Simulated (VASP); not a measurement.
Consider the following.

```
CELL_PARAMETERS angstrom
      0.00000     2.72877     2.72877
      2.72877     0.00000     2.72877
      2.72877     2.72877     0.00000
ATOMIC_POSITIONS crystal
  Si 0.25000 0.25000 0.25000
  Si 0.75000 0.75000 0.75000
  Ni 0.00000 0.00000 0.00000
```

All values below come from PBE GGA with D3 dispersion (zero damping), VASP's PBE PAW potentials (set 64) (plane waves; VASP). Settings: 520 eV cut-off, 10×10×10 Γ-centred mesh, first-order Methfessel-Paxton smearing of 0.10 eV, potentials Si Ni.

Q: What does the run give for the energy per atom (σ→0), pressure, band gap (on the k-mesh) with the smallest direct gap where there is one?

A: 
```yaml
band gap (on the k-mesh): none (metal, semimetal or under 0.01 eV)
energy per atom (σ→0): -6.074 eV/atom
pressure: -4.96 GPa
```

Total energies compare only between runs with the same potentials, cut-off and functional.

The compound is NiSi2 in the fluorite structure. This cell is one point of a volume scan, at 1.03 of the reference volume. The run is not spin-polarised, so no magnetic state was tried.
